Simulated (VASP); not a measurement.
Method: r2SCAN meta-GGA, VASP's PBE PAW potentials (set 64) (plane waves; VASP 6.6.1).

The input files of a VASP run:

### POSCAR
```
AuZn
1.0
  3.1500000000   0.0000000000   0.0000000000
  0.0000000000   3.1500000000   0.0000000000
  0.0000000000   0.0000000000   3.1500000000
Zn Au
1 1
Cartesian
  1.5750000000   1.5750000000   1.5750000000
  0.0000000000   0.0000000000   0.0000000000
```

### KPOINTS
```
Automatic mesh
0
Gamma
10 10 10
0 0 0
```

### INCAR
```
ISIF = 3
ISMEAR = 1   ! Methfessel-Paxton
LWAVE = .FALSE.
LCHARG = .FALSE.
LMIXTAU = .TRUE.
SYSTEM = AuZn
ALGO = Normal   ! blocked Davidson
LREAL = .FALSE.   ! projection in real space or not
METAGGA = R2SCAN
ENCUT = 400
LASPH = .TRUE.   ! aspherical one-centre terms
PREC = Accurate
EDIFF = 1E-6
EDIFFG = -0.01
NELM = 100   ! most electronic steps
LMAXMIX = 6
SIGMA = 0.1
NSW = 60
IBRION = 2
```

POTCAR, in this order: Zn Au (PBE.64 set). Program: vasp_std.

Unless said otherwise, spin-orbit coupling is left out, though it shifts the bands of the heavy elements here.

Task: Predict the energy per atom (σ→0), volume per atom, band gap (on the k-mesh).

Result: 
```yaml
energy per atom (σ→0): -29968 meV/atom
band gap (on the k-mesh): none (metal, semimetal or under 0.01 eV)
volume_per_atom: 15.59 Å³/atom
```

### OSZICAR
```
...
       N       E                     dE             d eps       ncg     rms          rms(c)
DAV:   1    -0.599356683923E+02   -0.36509E-03   -0.52319E-03  1701   0.136E+00    0.124E-01
DAV:   2    -0.599352819001E+02    0.38649E-03   -0.10560E-03  1988   0.746E-01    0.421E-02
DAV:   3    -0.599352830038E+02   -0.11037E-05   -0.36234E-05  1708   0.579E-02    0.310E-02
DAV:   4    -0.599352805564E+02    0.24474E-05   -0.21031E-05  1979   0.874E-02    0.673E-03
DAV:   5    -0.599352909021E+02   -0.10346E-04   -0.16659E-05  1771   0.519E-02    0.234E-03
DAV:   6    -0.599352916246E+02   -0.72248E-06   -0.47142E-06  1785   0.250E-02
   4 F= -.59935292E+02 E0= -.59935011E+02  d E =-.154531E-03
```

The compound is AuZn in the CsCl type structure. This run relaxes it. Symmetry was kept, so distortions that lower it aren't found. The electron count is odd and the run is not spin-polarised, which forces a metal.
